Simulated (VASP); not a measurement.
```
CELL_PARAMETERS angstrom
      6.45969     0.00000     0.00000
      0.00000     6.45969     0.00000
      0.00000     0.00000     6.45969
ATOMIC_POSITIONS crystal
  Mg 0.00000 0.00000 0.00000
  Mg 0.50000 0.50000 0.00000
  Mg 0.50000 0.00000 0.50000
  Te 0.25292 0.24708 0.24708
  Te 0.74708 0.75292 0.24708
  Te 0.74708 0.24708 0.75292
  Te 0.25292 0.75292 0.75292
  Hg 0.00000 0.50000 0.50000
```

The numbers are results of PBEsol GGA, VASP's PBE PAW potentials (set 64) (plane waves; VASP 6.6.1), not measurements. Run with 400 eV cut-off, Gaussian smearing of 0.050 eV, potentials Mg Te Hg.

Unless said otherwise, spin-orbit coupling is left out, though it shifts the bands of the heavy elements here.

Q: Give the energies of bands 12 to 25 at the high-symmetry points, in eV from the valence-band maximum.

A: 
```csv
band,Γ,X,M,R
12,-3.20,-2.32,-2.79,-3.53
13,-1.48,-2.23,-2.79,-3.53
14,-1.48,-1.96,-1.84,-0.72
15,-1.48,-1.80,-1.84,-0.72
16,-1.44,-1.76,-1.82,-0.72
17,-1.44,-1.76,-1.66,-0.60
18,-1.44,-0.98,-0.78,-0.60
19,0.00,-0.98,-0.56,-0.34
20,0.00,-0.68,-0.47,-0.34
21,0.00,-0.68,-0.47,-0.34
22,1.15,2.74,2.75,1.24
23,2.56,3.65,4.01,2.98
24,2.68,3.67,4.01,2.98
25,2.68,3.87,4.14,2.98
```

The gap is direct, 1.15 eV, from the valence maximum at Γ to the conduction minimum at Γ.

The structure was generated: HgMg3Te4 was put into an ordered model structure (P-43m), which need not be its known phase. It was relaxed first.
